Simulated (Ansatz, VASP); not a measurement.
## Cross-check of H86C89O17 (amorphous poly(ether ketone) with methanol at 300 K) between VASP and Ansatz

Wanted: the spread between two codes on one cell, functional and k mesh. The cell is taken from a series of runs on this material, whose earlier steps may have relaxed, scaled, displaced or heated it; both programs get it as it stands.

Calculated with Ansatz 0.2.0; plane waves, with VASP 6.6.1 beside it; single point at PBEsol.

## 1. The structure

The cell holds 192 atoms: 89 C, 17 O and 86 H. Its edges and angles: a = 13.125 Å, b = 12.990 Å, c = 13.059 Å, α = 87.2°, β = 88.3°, γ = 90.5°. As first built, before any earlier steps moved the atoms (in the runner's words): 3 poly(ether ketone) chains of 2 units, 5 methanol placed at random, at 1.14 g/cm^3; overlaps pushed apart, then 20 ps at 800 K with MMFF94 bonds, angles, torsions, charges and radii (Halgren, J. Comput. Chem. 17, 490 (1996)) in harmonic and 12-6 forms; charges of ions scaled by 0.8. Snapshot after 30 ps at 300 K and fixed volume.

## 2. VASP: single point, PBEsol

With cell and atoms fixed, the geometry can't cause a difference; cores, projectors, grids and the points listed under the comparison can.

Lines of VASP's logs that name or quote its potential files are left out, and so is its time.

Input file INCAR:

```
SYSTEM = H86C89O17
PREC = Accurate
ENCUT = 600
EDIFF = 1E-06
NELM = 120
ISMEAR = 0
SIGMA = 0.01
LREAL = Auto
ALGO = Normal
GGA = PS
NBANDS = 406
LORBIT = 11
LWAVE = .FALSE.
LCHARG = .FALSE.
ISIF = 2
LASPH = .TRUE.
GGA_COMPAT = .FALSE.
EFERMI = MIDGAP
```

Input file POSCAR:

```
H86C89O17
1.0
   13.1231200000     -0.0587200000      0.1897400000
   -0.0587200000     12.9860100000      0.3166700000
    0.1897400000      0.3166700000     13.0541100000
C O H
89 17 86
Direct
    0.6701900000      0.1265100000      0.4951200000
    0.7560600000      0.1752000000      0.5486900000
    0.7549900000      0.1760800000      0.6557700000
    0.8355800000      0.2186200000      0.7062200000
    0.9198800000      0.2620000000      0.6510400000
    0.9196800000      0.2640400000      0.5437800000
    0.8393700000      0.2205900000      0.4936400000
    0.0076100000      0.3088400000      0.7015300000
    0.0334800000      0.2696600000      0.8063100000
    0.0858200000      0.3347500000      0.8696600000
    0.1100100000      0.3022300000      0.9685800000
    0.0825900000      0.2027600000      0.0045500000
    0.0347900000      0.1347900000      0.9414400000
    0.0100800000      0.1686900000      0.8430400000
    0.0424700000      0.1148200000      0.1639500000
    0.9370000000      0.1282200000      0.1603000000
    0.8740500000      0.0713200000      0.2292100000
    0.9137700000      0.0030100000      0.3039500000
    0.0196100000      0.9907200000      0.3059400000
    0.0836700000      0.0456400000      0.2361500000
    0.8404200000      0.9452700000      0.3749500000
    0.8683600000      0.9181100000      0.4815300000
    0.9471200000      0.9676900000      0.5315900000
    0.9658100000      0.9441800000      0.6335400000
    0.9048000000      0.8708300000      0.6894400000
    0.8258600000      0.8202800000      0.6409300000
    0.8085900000      0.8444400000      0.5384200000
    0.8631900000      0.7844100000      0.8492300000
    0.0288300000      0.5984600000      0.4451500000
    0.1413100000      0.6061400000      0.4240400000
[... 156 atom lines left out ...]
    0.0593300000      0.3376900000      0.2115000000
    0.9077400000      0.4271600000      0.1724800000
    0.5136900000      0.8533500000      0.9447600000
    0.5919900000      0.8592300000      0.8306900000
    0.6470600000      0.8813200000      0.9507300000
    0.6156400000      0.7074700000      0.9948700000
```

Input file KPOINTS:

```
Automatic mesh
0
Gamma
1 1 1
0 0 0
```

The projector-augmented-wave data sets are C, O and H (PBE family, release 64).

The run is started by

```bash
$ export OMP_NUM_THREADS=3
$ mpirun -np 1 vasp_gam
```

Numbers of over 12 decimals in the logs are rounded to 6 here.

The log of the run:

```text
[banner, memory and clock lines left out]
running    1 mpi-ranks, on    1 nodes
[...]
Offloading initialized ...    1 GPUs detected
[...]
|                                                                             |
|               ----> ADVICE to this user running VASP <----                  |
|                                                                             |
|     You enforced a specific xc type in the INCAR file but a different       |
|     [... a line on the potential file left out ...]
|     I HOPE YOU KNOW WHAT YOU ARE DOING!                                     |
|                                                                             |

 LDA part: xc-table for (Slater+PW92), standard interpolation
 POSCAR, INCAR and KPOINTS ok, starting setup
[...]
entering main loop
       N       E                     dE             d eps       ncg     rms          rms(c)
DAV:   1     0.424010846084E+04    0.42401E+04   -0.30275E+05   812   0.138E+03
DAV:   2    -0.832252474919E+03   -0.50724E+04   -0.47874E+04  1018   0.304E+02
DAV:   3    -0.135265647472E+04   -0.52040E+03   -0.51456E+03  1000   0.989E+01
DAV:   4    -0.136660230380E+04   -0.13946E+02   -0.13881E+02  1016   0.181E+01
[...]
DAV:  17    -0.126180391220E+04   -0.37602E-05   -0.50222E-05  1008   0.165E-02    0.849E-03
DAV:  18    -0.126180391617E+04   -0.39709E-05   -0.19085E-05  1064   0.104E-02    0.669E-03
DAV:  19    -0.126180391619E+04   -0.21279E-07   -0.74907E-06  1016   0.622E-03
   1 F= -.12618039E+04 E0= -.12618039E+04  d E =0.000000E+00
```

OUTCAR, selected parts (step 2):

```text
  FREE ENERGIE OF THE ION-ELECTRON SYSTEM (eV)
  ---------------------------------------------------
  free  energy   TOTEN  =     -1261.8039161938 eV

  energy  without entropy=    -1261.8039161938  energy(sigma->0) =    -1261.80391619
```

The run ends at a pressure of 0.17 GPa, with forces up to 0.51 eV/Å.

## 3. Ansatz: single point, PBEsol

Ansatz runs on its default PAW (the set named soft_2) files.

The same cell, functional and mesh now go to Ansatz, which takes its cutoff from its data sets.

Input file input.yaml:

```yaml
crystal:
  lattice:
    - [13.12312, -0.05872, 0.18974]
    - [-0.05872, 12.98601, 0.31667]
    - [0.18974, 0.31667, 13.05411]
  atoms:
    - { symbol: C, position: [0.67019, 0.12651, 0.49512] }
    - { symbol: C, position: [0.75606, 0.1752, 0.54869] }
    - { symbol: C, position: [0.75499, 0.17608, 0.65577] }
    - { symbol: C, position: [0.83558, 0.21862, 0.70622] }
    - { symbol: C, position: [0.91988, 0.262, 0.65104] }
    - { symbol: C, position: [0.91968, 0.26404, 0.54378] }
    - { symbol: C, position: [0.83937, 0.22059, 0.49364] }
    - { symbol: C, position: [0.00761, 0.30884, 0.70153] }
    - { symbol: O, position: [0.05824, 0.37907, 0.65728] }
    - { symbol: C, position: [0.03348, 0.26966, 0.80631] }
    - { symbol: C, position: [0.08582, 0.33475, 0.86966] }
    - { symbol: C, position: [0.11001, 0.30223, 0.96858] }
    - { symbol: C, position: [0.08259, 0.20276, 0.00455] }
    - { symbol: C, position: [0.03479, 0.13479, 0.94144] }
    - { symbol: C, position: [0.01008, 0.16869, 0.84304] }
    - { symbol: O, position: [0.10993, 0.1722, 0.10231] }
    - { symbol: C, position: [0.04247, 0.11482, 0.16395] }
    - { symbol: C, position: [0.937, 0.12822, 0.1603] }
    - { symbol: C, position: [0.87405, 0.07132, 0.22921] }
    - { symbol: C, position: [0.91377, 0.00301, 0.30395] }
    - { symbol: C, position: [0.01961, 0.99072, 0.30594] }
    - { symbol: C, position: [0.08367, 0.04564, 0.23615] }
    - { symbol: C, position: [0.84042, 0.94527, 0.37495] }
    - { symbol: O, position: [0.75506, 0.92324, 0.34426] }
    - { symbol: C, position: [0.86836, 0.91811, 0.48153] }
    - { symbol: C, position: [0.94712, 0.96769, 0.53159] }
    - { symbol: C, position: [0.96581, 0.94418, 0.63354] }
    - { symbol: C, position: [0.9048, 0.87083, 0.68944] }
    - { symbol: C, position: [0.82586, 0.82028, 0.64093] }
    - { symbol: C, position: [0.80859, 0.84444, 0.53842] }
[... 156 atom lines left out ...]
    - { symbol: C, position: [0.58986, 0.83434, 0.91266] }
    - { symbol: O, position: [0.61055, 0.72753, 0.92069] }
    - { symbol: H, position: [0.51369, 0.85335, 0.94476] }
    - { symbol: H, position: [0.59199, 0.85923, 0.83069] }
    - { symbol: H, position: [0.64706, 0.88132, 0.95073] }
    - { symbol: H, position: [0.61564, 0.70747, 0.99487] }
kpoints:
  mp_grid: { grid: [1, 1, 1] }
hamiltonian:
  xc: pbesol
scf:
  occupations: { method: fixed }
output:
  forces: true
  stress: true
  populations: true
  dos:
    method: { smearing: { sigma: 0.08 } }
    de: 0.1
    projected: { site_lists: { C: [C], H: [H], O: [O] } }
  eigenvalues: true
  write_density: true
  write_potential: true
  volumetric_format: npy
```

The run is started by

```bash
$ ansatz run input.yaml --threads 4 --pin off --max-ram 8192MiB --backend cpu --events-out ev --progress --plain --runs-dir out
```

The log of the run:

```text
Engine: ansatz 0.2.0, aarch64-unknown-linux-gnu
Pseudopotentials: kind: paw
Pseudopotential: C, paw, valence charge 4, recommended cutoff 420 eV (normal), C.paw.azcp
Pseudopotential: O, paw, valence charge 6, recommended cutoff 420 eV (normal), O.paw.azcp
Pseudopotential: H, paw, valence charge 1, recommended cutoff 420 eV (normal), H.paw.azcp
Functional definition: PBEsol
  exchange = pbesol_x
  correlation = pbesol_c
Crystal: 192 atoms, lattice volume = 2222.806 Å³
Basis set: ecut = 420 eV, 43427 PW (Γ), exchange–correlation on 180×180×180 points (8 copies of the dense FFT grid, shifted against one another)
Bands: 464, of which v1, the nominal top of the filled ones, is band 272 counted from 1 (271 counted from 0)
Symmetry: 1 space group operations
Space group: P1 (ITA 1), of the structure as read, at distance tolerance 1.3e-4 Å
k-points: 1
Non-local potential: C, projectors of the file, l = 0: 2, l = 1: 2, l = 2: 1
Non-local potential: O, projectors of the file, l = 0: 2, l = 1: 2, l = 2: 1
Non-local potential: H, projectors of the file, l = 0: 2, l = 1: 1
PAW form: soft (Blöchl's): semilocal exchange-correlation on the pseudo side does not see the compensation charge
PAW frozen core: C, regenerated for the run's functional, and the local potential with it (the file was generated under x = pbe(κ = 0.804, μ = 0.219515), c = pbe(β = 0.066725))
PAW frozen core: O, regenerated for the run's functional, and the local potential with it (the file was generated under x = pbe(κ = 0.804, μ = 0.219515), c = pbe(β = 0.066725))
PAW one-centre angular grid: C, 110 points (default); XC on 64 Gauss nodes
PAW one-centre angular grid: O, 110 points (default); XC on 64 Gauss nodes
PAW one-centre angular grid: H, 110 points (default); XC on 64 Gauss nodes
Initial density: superposition of atomic densities (neutral atoms: chi_scale 0, normalization atom), corrected by the library's trained network
Initial wavefunctions: pseudopotential atomic-orbital guess
Functional: x = pbesol(κ = 0.804, μ = 0.123457), c = pbesol(β = 0.046)
SCF iter   1: F=—  HF=-32824.244402 eV  |F-HF|=—  |Δ(HF+E_count)|=         —  Δρ=6.20e-3  dr2=9.15e-1  ethr=1.77e-3  ⟨swp⟩=5.0  Hψ=1615  notcnv=0  defer=190
preconditioner: auto → Resta (q_TF=auto, 2.158 Å⁻¹)  ε∞=2.5  [insulator: Δε(μ)=2.596 eV  Ē_g=15.057 eV  n_scr=376 (ndim 8)  ℏωp=18.2 eV  f_vac=0.265  ε∞_Penn≈2.5]
SCF iter   2: F=—  HF=-32824.063588 eV  |F-HF|=—  |Δ(HF+E_count)|=   1.81e-1  Δρ=2.64e-3  dr2=1.49e-1  ethr=1.68e-4  ⟨swp⟩=2.0  Hψ=802  notcnv=0  defer=190
SCF iter   3: F=—  HF=-32824.059492 eV  |F-HF|=—  |Δ(HF+E_count)|=   4.10e-3  Δρ=1.43e-3  dr2=5.08e-2  ethr=2.74e-5  ⟨swp⟩=3.0  Hψ=551  notcnv=0  defer=190
SCF iter   4: F=—  HF=-32824.056986 eV  |F-HF|=—  |Δ(HF+E_count)|=   2.51e-3  Δρ=6.63e-4  dr2=1.18e-2  ethr=9.33e-6  ⟨swp⟩=3.0  Hψ=547  notcnv=0  defer=190
SCF iter   5: F=—  HF=-32824.056345 eV  |F-HF|=—  |Δ(HF+E_count)|=   6.41e-4  Δρ=2.03e-4  dr2=1.25e-3  ethr=2.17e-6  ⟨swp⟩=2.0  Hψ=802  notcnv=0  defer=190
SCF iter   6: F=—  HF=-32824.056624 eV  |F-HF|=—  |Δ(HF+E_count)|=   2.79e-4  Δρ=1.11e-4  dr2=3.08e-4  ethr=2.29e-7  ⟨swp⟩=2.0  Hψ=550  notcnv=0  defer=186
SCF iter   7: F=—  HF=-32824.056657 eV  |F-HF|=—  |Δ(HF+E_count)|=   3.24e-5  Δρ=3.65e-5  dr2=3.29e-5  ethr=5.66e-8  ⟨swp⟩=2.0  Hψ=550  notcnv=0  defer=186
SCF iter   8: F=—  HF=-32824.056677 eV  |F-HF|=—  |Δ(HF+E_count)|=   2.07e-5  Δρ=1.80e-5  dr2=7.31e-6  ethr=6.06e-9  ⟨swp⟩=2.0  Hψ=548  notcnv=0  defer=186
SCF iter   9: F=—  HF=-32824.056680 eV  |F-HF|=—  |Δ(HF+E_count)|=   2.71e-6  Δρ=7.24e-6  dr2=1.21e-6  ethr=1.34e-9  ⟨swp⟩=2.0  Hψ=543  notcnv=0  defer=186
SCF iter  10: F=—  HF=-32824.056680 eV  |F-HF|=—  |Δ(HF+E_count)|=   4.52e-7  Δρ=2.62e-6  dr2=1.86e-7  ethr=2.23e-10  ⟨swp⟩=2.0  Hψ=549  notcnv=0  defer=186
SCF iter  11: F=-32824.056681 eV  HF=-32824.056681 eV  |F-HF|=1.57e-8  |Δ(HF+E_count)|=   8.87e-8  Δρ=8.83e-7  dr2=2.26e-8  ethr=1.84e-11  ⟨swp⟩=26.0  Hψ=4512  notcnv=0
SCF 1 converged in 11 iterations: F = -32824.056681 eV  dr2 = 2.26e-8
  greatest PAW one-centre occupation: 0.877 electrons in one spin orbital (limit 2), on the O atom at site 116 (counted from 0), in its partial waves of l = 0
[...]
--- Löwdin populations: 192 sites ---
  site symbol       q [e]
     0      C      4.4780
     1      C      3.9173
     2      C      4.1308
     3      C      4.1155
     4      C      4.0197
     5      C      4.1117
     6      C      4.1455
     7      C      3.6154
     8      O      6.3984
     9      C      4.0223
    10      C      4.0899
    11      C      4.1381
    12      C      3.7502
    13      C      4.1726
    14      C      4.1087
    15      O      6.2312
    16      C      3.7506
    17      C      4.1739
    18      C      4.1008
    19      C      4.0163
    20      C      4.1218
    21      C      4.1544
    22      C      3.6217
    23      O      6.4026
[...]
184      H      0.8260
   185      H      0.6153
   186      C      4.2517
   187      O      6.5551
   188      H      0.8160
   189      H      0.8042
   190      H      0.8326
   191      H      0.6211
  spilling = 0.012234 (of n_electrons = 544.000000)
```

## 4. Comparison

Known differences besides the potentials themselves: fixed occupations in Ansatz, narrow Gaussian smearing in VASP; the cutoff is 420 eV in Ansatz and 600 eV in VASP (PREC = Accurate, projectors in real space); Ansatz makes its cores anew for this functional, VASP keeps those of its PBE data sets. Total energies have different zeros and are not compared.

Both answers:

| quantity | Ansatz | VASP | difference |
| --- | --- | --- | --- |
| pressure (GPa) | 0.01 | 0.17 | -0.17 |
| gap on the k mesh (eV) | 2.260 | 2.246 | +0.013 |

Forces on 7 of the 192 atoms, those with the largest forces and the largest differences (eV/Å; atoms numbered as in POSCAR):

| atom | Ansatz x, y, z | VASP x, y, z |
| --- | --- | --- |
| C64 | 0.018, -0.008, -0.010 | -0.122, -0.170, -0.429 |
| C77 | -0.013, -0.011, -0.004 | -0.395, 0.108, 0.206 |
| O90 | 0.008, -0.002, -0.009 | 0.260, 0.347, -0.222 |
| O92 | -0.002, -0.003, -0.003 | -0.439, -0.116, -0.168 |
| O94 | 0.005, 0.006, -0.011 | 0.142, 0.152, -0.441 |
| O98 | -0.003, 0.002, 0.003 | 0.147, 0.177, 0.454 |
| O100 | 0.006, 0.004, -0.001 | 0.419, -0.124, -0.230 |

The forces differ by 75 meV/Å r.m.s., where the r.m.s. force is 0.004 eV/Å in Ansatz and 0.076 eV/Å in VASP: the atoms lie near their places of rest in Ansatz, so a percentage would say little (all taken over all components). A gap on the mesh is an upper bound, since the band edges may lie between its points.

## 5. Results

```json
{"r.m.s. force difference (single point, PBEsol)": "75 meV/Å"}
```

The r.m.s. force difference is 75 meV/Å (single point, PBEsol), beyond the 12 meV/Å picked in this series as the mark of a large difference. What causes the difference of the single point, PBEsol pair stays open here. Such differences can come from data sets, numerical settings and the points named under the comparisons, not from the functional's error against experiment.

[Lines on the potential files, build, host, timing and source positions are cut from VASP's logs without a mark.]

[Logs are printed without paths, hosts, clocks, repeated set-up lines and the standing remarks that a program may print on its own settings, such as how far it seeks lower states.]

[Hosts, paths, dates, database ids (printed as entryN), source tags and the programs' standing remarks are cut or masked in the printed files.]

[The MMFF94 radii named for the starting cell were scaled by 0.96; in molecules described by MMFF94, hydrogen bound to N, O or S took a small fixed 12-6 site in their place.]
